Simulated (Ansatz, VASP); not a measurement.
# Cross-check of Si54SN71 (S_N) between VASP and Ansatz, part 3 of 3

Wanted: the spread between two codes on one cell, functional and k mesh. Of the first pair: The structure shown is the start of the Ansatz relaxation below; VASP solves that cell, so the two are compared at the walk's first step.

VASP 6.6.1 and Ansatz 0.2.0.

So far. Step 3 (VASP: single point, PBEsol, start cell, pair 1): The run ends at a pressure of 3.45 GPa, with forces up to 19 eV/Å.

### Step 6. VASP: single point, PBEsol, relaxed cell, pair 2

Level of this step: PBEsol; plane waves and PAW (Si, N, S) (VASP).

The same cell, functional and mesh now go to VASP, with its own data sets.

INCAR reads:

```
SYSTEM = Si54SN71
PREC = Accurate
ENCUT = 520
EDIFF = 1E-06
NELM = 120
ISMEAR = 0
SIGMA = 0.01
LREAL = Auto
ALGO = Normal
GGA = PS
NELECT = 576
NBANDS = 384
LORBIT = 11
LWAVE = .FALSE.
LCHARG = .FALSE.
ISIF = 2
ISYM = 0
LASPH = .TRUE.
GGA_COMPAT = .FALSE.
EFERMI = MIDGAP
NCORE = 4
```

POSCAR reads:

```
Si54SN71
1.0
   11.4366858800      6.6029736700      0.0000000000
  -11.4366858800      6.6029736700      0.0000000000
    0.0000000000      0.0000000000      8.7307673300
Si N S
54 71 1
Direct
    0.0216068208      0.8100433680      0.2500211383
    0.3525938391      0.4731140627      0.2498975810
[... 9 atom lines left out ...]
    0.8655685835      0.5507052730      0.2479404483
[... 1 atom line left out ...]
    0.4517486988      0.3121671109      0.2498963612
[... 2 atom lines left out ...]
    0.6490758105      0.5261975818      0.0831272306
[... 2 atom lines left out ...]
    0.3515920501      0.4735124006      0.5831340594
[... 2 atom lines left out ...]
    0.5458582844      0.6863504296      0.4163623201
    0.8792422046      0.3550622347      0.4165984187
[... 1 atom line left out ...]
    0.4730756082      0.1156580569      0.4143000548
    0.8091519321      0.7906296324      0.4164754087
    0.1813751929      0.2117014976      0.5831396785
[... 1 atom line left out ...]
    0.8629848647      0.5511276046      0.5831367975
[... 1 atom line left out ...]
    0.3982954814      0.2595947810      0.5831372784
[... 2 atom lines left out ...]
    0.6563405530      0.5352286569      0.4000926924
[... 2 atom lines left out ...]
    0.3525940117      0.4731145547      0.9163737649
[... 2 atom lines left out ...]
    0.5458588794      0.6863500117      0.7498836964
    0.8792415240      0.3550613520      0.7496465152
[... 1 atom line left out ...]
    0.4730770659      0.1156607766      0.7519474550
    0.8091523151      0.7906284650      0.7497770591
[... 2 atom lines left out ...]
    0.8655674173      0.5507030213      0.9183321973
[... 1 atom line left out ...]
    0.4517488865      0.3121695858      0.9163841286
[... 2 atom lines left out ...]
    0.6563429197      0.5352325025      0.7661599744
[... 2 atom lines left out ...]
    0.3321546596      0.3329090920      0.2513676664
[... 3 atom lines left out ...]
    0.6674943350      0.6659112695      0.0831081218
[... 7 atom lines left out ...]
    0.4561315864      0.2432044335      0.0831340987
[... 6 atom lines left out ...]
    0.7900771377      0.5472981656      0.0831346278
[... 1 atom line left out ...]
    0.5774240586      0.4513590900      0.2466951502
[... 1 atom line left out ...]
    0.0028465847      0.6702870074      0.5831549955
    0.3206449693      0.3296578794      0.5831628865
[... 3 atom lines left out ...]
    0.6682237070      0.6695432022      0.4155110994
    0.2127997430      0.4575845626      0.5831260569
    0.5468372020      0.1235665521      0.5831236181
    0.8817068844      0.7924323694      0.5831262879
[... 1 atom line left out ...]
    0.4249761364      0.5453345405      0.4172130335
[... 2 atom lines left out ...]
    0.4421627949      0.2294490340      0.4100910738
[... 1 atom line left out ...]
    0.2303731658      0.1056699818      0.5831228545
    0.5438168518      0.7568667439      0.5831277847
    0.8757021045      0.4261363674      0.5831282225
[... 2 atom lines left out ...]
    0.7945977637      0.5533451027      0.4128957312
[... 3 atom lines left out ...]
    0.3321539241      0.3329099566      0.9149593104
[... 3 atom lines left out ...]
    0.6682252733      0.6695438664      0.7506995610
[... 4 atom lines left out ...]
    0.4249820026      0.5453260318      0.7490570265
[... 2 atom lines left out ...]
    0.4421515494      0.2294442807      0.7561812844
[... 6 atom lines left out ...]
    0.7946052854      0.5533617249      0.7533761925
[... 1 atom line left out ...]
    0.5774300701      0.4513595793      0.9195523938
[... 1 atom line left out ...]
    0.5800720148      0.4198363532      0.5831339662
```

KPOINTS reads:

```
Points of the shifted mesh
1
Reciprocal
 0.2500000000  0.2500000000  0.2500000000 1
```

Potentials, in the order of the species: Si, N and S (PBE family, release 64).

On the command line:

```console
> mpirun -np 16 vasp_std
```

Numbers of over 12 decimals in the logs are rounded to 6 here.

The program printed:

```text
[banner, memory and clock lines left out]
running   16 mpi-ranks, on    1 nodes
[...]
[... a notice as in an earlier step ...]

 LDA part: xc-table for (Slater+PW92), standard interpolation
 POSCAR, INCAR and KPOINTS ok, starting setup
[...]
entering main loop
       N       E                     dE             d eps       ncg     rms          rms(c)
DAV:   1     0.268912417531E+04    0.26891E+04   -0.28425E+05   776   0.139E+03
DAV:   2    -0.957741295785E+03   -0.36469E+04   -0.34929E+04   944   0.299E+02
DAV:   3    -0.121899608531E+04   -0.26125E+03   -0.25908E+03   944   0.818E+01
DAV:   4    -0.122473718534E+04   -0.57411E+01   -0.57132E+01   944   0.125E+01
DAV:   5    -0.122491065971E+04   -0.17347E+00   -0.17310E+00   944   0.205E+00BRMIX: very serious problems
 the old and the new charge density differ
 old charge density:   577.00000 new  576.00000
    0.870E+01
DAV:   6    -0.108722099001E+04    0.13769E+03   -0.50976E+02   896   0.309E+01    0.403E+01
DAV:   7    -0.108519284665E+04    0.20281E+01   -0.27052E+01   960   0.739E+00    0.187E+01
DAV:   8    -0.108426691986E+04    0.92593E+00   -0.19142E+00   920   0.236E+00    0.647E+00
DAV:   9    -0.108413120763E+04    0.13571E+00   -0.35920E-01   952   0.105E+00    0.102E+00
[...]
DAV:  16    -0.108414816408E+04   -0.17925E-04   -0.22523E-05   904   0.692E-03    0.576E-03
DAV:  17    -0.108414816647E+04   -0.23906E-05   -0.29301E-06   720   0.315E-03    0.370E-03
DAV:  18    -0.108414816688E+04   -0.41474E-06   -0.86245E-07   600   0.160E-03
   1 F= -.10841482E+04 E0= -.10841482E+04  d E =0.000000E+00
```

Parts of OUTCAR (step 6):

```text
  FREE ENERGIE OF THE ION-ELECTRON SYSTEM (eV)
  ---------------------------------------------------
  free  energy   TOTEN  =     -1084.1481668833 eV

  energy  without entropy=    -1084.1481668833  energy(sigma->0) =    -1084.14816688
```

The run ends at a pressure of 0.56 GPa, with forces up to 0.051 eV/Å.

### Step 7. Side by side

Compared:

```tsv
quantity	Ansatz	VASP	difference
gap on the k mesh (eV)	4.298	4.302	-0.005
```

At this near-relaxed geometry the largest component of a force difference is 37 meV/Å. A gap on the mesh is an upper bound, since the band edges may lie between its points. The cell carries a charge of +1 e against a uniform background, so its pressure also hangs on how the neutralising background is counted, and in a defect's cell a gap may be the spacing between its levels.

### Step 8. VASP: single point, PBEsol, pair 3

With cell and atoms fixed, the geometry can't cause a difference; cores, projectors, grids and the points listed under the comparison can.

INCAR, as its differences from that of step 6:

```diff
@@ -5,3 +5,3 @@
 NELM = 120
-ISMEAR = 0
+ISMEAR = -1
 SIGMA = 0.01
@@ -20,2 +20,2 @@
 EFERMI = MIDGAP
-NCORE = 4
+KPAR = 4
```

POSCAR, as its differences from that of step 6:

```diff
@@ -2,5 +2,5 @@
 1.0
-   11.4366858800      6.6029736700      0.0000000000
-  -11.4366858800      6.6029736700      0.0000000000
-    0.0000000000      0.0000000000      8.7307673300
+   11.4366858822      6.6029736727      0.0000000000
+  -11.4366858822      6.6029736727      0.0000000000
+    0.0000000000      0.0000000000      8.7307673276
 Si N S
```

KPOINTS reads:

```
Points of the shifted mesh
8
Reciprocal
 0.2500000000  0.2500000000  0.2500000000 1
 0.2500000000  0.2500000000  0.7500000000 1
 0.2500000000  0.7500000000  0.2500000000 1
 0.2500000000  0.7500000000  0.7500000000 1
 0.7500000000  0.2500000000  0.2500000000 1
 0.7500000000  0.2500000000  0.7500000000 1
 0.7500000000  0.7500000000  0.2500000000 1
 0.7500000000  0.7500000000  0.7500000000 1
```

On the command line:

```console
> mpirun -np 16 vasp_std
```

The program printed:

```text
[banner, memory and clock lines left out]
running   16 mpi-ranks, on    1 nodes
[...]
|                                                                             |
|           W    W    AA    RRRRR   N    N  II  N    N   GGGG   !!!           |
|           W    W   A  A   R    R  NN   N  II  NN   N  G    G  !!!           |
|           W    W  A    A  R    R  N N  N  II  N N  N  G       !!!           |
|           W WW W  AAAAAA  RRRRR   N  N N  II  N  N N  G  GGG   !            |
|           WW  WW  A    A  R   R   N   NN  II  N   NN  G    G                |
|           W    W  A    A  R    R  N    N  II  N    N   GGGG   !!!           |
|                                                                             |
|     For optimal performance we recommend to set                             |
|       NCORE = 2 up to number-of-cores-per-socket                            |
|     NCORE specifies how many cores store one orbital (NPAR=cpu/NCORE).      |
|     This setting can greatly improve the performance of VASP for DFT.       |
[...]
DAV:   5    -0.122491342678E+04   -0.15789E+00   -0.15760E+00  7568   0.199E+00BRMIX: very serious problems
 the old and the new charge density differ
 old charge density:   577.00000 new  576.00000
BRMIX: very serious problems
 the old and the new charge density differ
 old charge density:   577.00000 new  576.00000
BRMIX: very serious problems
 the old and the new charge density differ
 old charge density:   577.00000 new  576.00000
BRMIX: very serious problems
 the old and the new charge density differ
 old charge density:   577.00000 new  576.00000
    0.870E+01
DAV:   6    -0.108721590580E+04    0.13770E+03   -0.50968E+02  7176   0.309E+01    0.403E+01
DAV:   7    -0.108519700036E+04    0.20189E+01   -0.27170E+01  7648   0.741E+00    0.187E+01
DAV:   8    -0.108427134095E+04    0.92566E+00   -0.19206E+00  7328   0.236E+00    0.647E+00
DAV:   9    -0.108413539393E+04    0.13595E+00   -0.35956E-01  7584   0.105E+00    0.102E+00
[...]
DAV:  16    -0.108415241956E+04   -0.18153E-04   -0.23391E-05  7264   0.704E-03    0.581E-03
DAV:  17    -0.108415242180E+04   -0.22401E-05   -0.29106E-06  5760   0.318E-03    0.383E-03
DAV:  18    -0.108415242223E+04   -0.42538E-06   -0.88013E-07  4832   0.162E-03
   1 F= -.10841524E+04 E0= -.10841524E+04  d E =0.000000E+00
```

OUTCAR, selected parts (step 8):

```text
  FREE ENERGIE OF THE ION-ELECTRON SYSTEM (eV)
  ---------------------------------------------------
  free  energy   TOTEN  =     -1084.1524222300 eV

  energy  without entropy=    -1084.1524222300  energy(sigma->0) =    -1084.15242223
```

The run ends at a pressure of 0.56 GPa, with forces up to 0.051 eV/Å.

### Step 9. Ansatz: single point, PBEsol, pair 3

The same cell, functional, mesh and smearing now go to Ansatz.

The cell is taken from a series of runs on this material, whose earlier steps may have relaxed, scaled, displaced or heated it; both programs get it as it stands.

input.yaml reads:

```yaml
crystal:
  checkpoint: "../qp1.relax.run"
  host: checkpoint
total_charge: 1
basis:
  ecutwfc: 420
  xc_grid: 2
hamiltonian:
  xc: pbesol
  pseudopotentials: { kind: paw, azcp: { folder: soft_1 }, xc_functional: pbe }
kpoints:
  mp_grid: { grid: [2, 2, 2], shift: [0.5, 0.5, 0.5] }
scf:
  occupations: { method: fermi_dirac, width: 0.01 }
  max_iter: 100
output:
  forces: true
  eigenvalues: true
  charged_corrections:
    epsilon: [4.29, 4.29, 4.37]
    static_epsilon: [8.29, 8.29, 8.25]
    defect_position: [0.576408, 0.453208, 0.583333]
  eigenstates: { localisation: true }
  populations: true
  band_densities: [{ bands: [v1, v1] }, { bands: [c1, c1] }]
  write_density: true
  write_potential: true
  volumetric_format: npy
checkpoint:
  read: "../qp1.relax.run"
  write: "../qp1.point.run"
  compress: false
  write_wavefunctions: false
  write_every: 100000
```

On the command line:

```console
> ansatz run input.yaml --threads 8 --pin off --max-ram 22609MiB --backend cpu --events-out ev --progress --plain --runs-dir out
```

The program printed:

```text
crystal.checkpoint: the structure is that of <dir>, a `relax` run, at its step 14: its result, under pbesol at a charge of 1 e; 126 atoms read, 0 with a starting moment; crystal.structure_sha256 for this input is
[...]
Crystal: 126 atoms, lattice volume = 1318.628 Å³
Basis set: ecut = 420 eV, 25805 PW (Γ), exchange–correlation on 180×180×120 points (8 copies of the dense FFT grid, shifted against one another)
[...]
6     Si      2.6390
     7     Si      2.6350
[...]
122      N      5.8978
   123      N      5.9015
   124      N      5.8914
   125      N      5.9008
  spilling = 0.014126 (of n_electrons = 576.000000)
--- Band densities, each state counted as filled ---
  window                                       electrons  max residual (eV)  cut levels
  bands: [v1, v1]                               2.000000             1.1e-9           0
  bands: [c1, c1]                               2.000000             8.3e-5           0
[key lines of the parts left out:]
SCF converged after 4 iterations
Free energy (F): -61477.183144 eV
Fermi energy:    10.173058 eV
```

### Step 10. Differences

Both answers:

```tsv
quantity	Ansatz	VASP	difference
gap on the k mesh (eV)	4.205	4.209	-0.004
```

At this near-relaxed geometry the largest component of a force difference is 37 meV/Å. A gap on the mesh is an upper bound, since the band edges may lie between its points. The cell carries a charge of +1 e against a uniform background, so its pressure also hangs on how the neutralising background is counted, and in a defect's cell a gap may be the spacing between its levels.

### Step 11. Summary of results

| Quantity | Value |
| --- | --- |
| r.m.s. force difference (single point, PBEsol, start cell, pair 1) | 0.89 % of the r.m.s. force |
| difference in gap on the k mesh (single point, PBEsol, relaxed cell, pair 2) | -0.0045 eV |
| difference in gap on the k mesh (single point, PBEsol, pair 3) | -0.0042 eV |

The r.m.s. force difference is 0.89 % of the r.m.s. force (single point, PBEsol, start cell, pair 1), within the 3 % picked in this series as the mark of a large difference. Such differences can come from data sets, numerical settings and the points named under the comparisons, not from the functional's error against experiment.

[Lines on the potential files, build, host, timing and source positions are cut from VASP's logs without a mark.]

[Logs are printed without paths, hosts, clocks, repeated set-up lines and the standing remarks that a program may print on its own settings, such as how far it seeks lower states.]

[Hosts, paths, dates, database ids (printed as entryN), source tags and the programs' standing remarks are cut or masked in the printed files.]
